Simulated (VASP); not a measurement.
Consider the following.

```xyz
5
Lattice="5.5958 0.0000 0.0000 0.0000 5.5958 0.0000 0.0000 0.0000 5.5958" Properties=species:S:1:pos:R:3 pbc="T T T"
Cs     0.0000     0.0000     0.0000
Pb     2.7979     2.7979     2.7979
Cl     2.7979     0.0000     2.7979
Cl     0.0000     2.7979     2.7979
Cl     2.7979     2.7979     0.0000
```

The numbers are results of optB88-vdW, VASP's PBE PAW potentials (set 64) (plane waves; VASP), not measurements. Run with 520 eV cut-off, 4×4×4 Γ-centred mesh, Gaussian smearing of 0.050 eV, potentials Cs_sv Pb_d Cl.

Unless said otherwise, spin-orbit coupling is left out, though it shifts the bands of the heavy elements here.

Q: Predict the energy per atom (σ→0), band gap (on the k-mesh) with the smallest direct gap where there is one.

A: 
| Property | Value |
|---|---|
| band gap (on the k-mesh) | 1.97 eV |
| smallest direct gap (on the k-mesh) | 1.97 eV |
| energy per atom (σ→0) | -1.324 eV/atom |

Total energies compare only between runs with the same potentials, cut-off and functional.

The compound is CsPbCl3 in the cubic perovskite structure, the ideal cubic form; the compound distorts at low or room temperature. This cell is one point of a volume scan, at 0.97 of the reference volume.
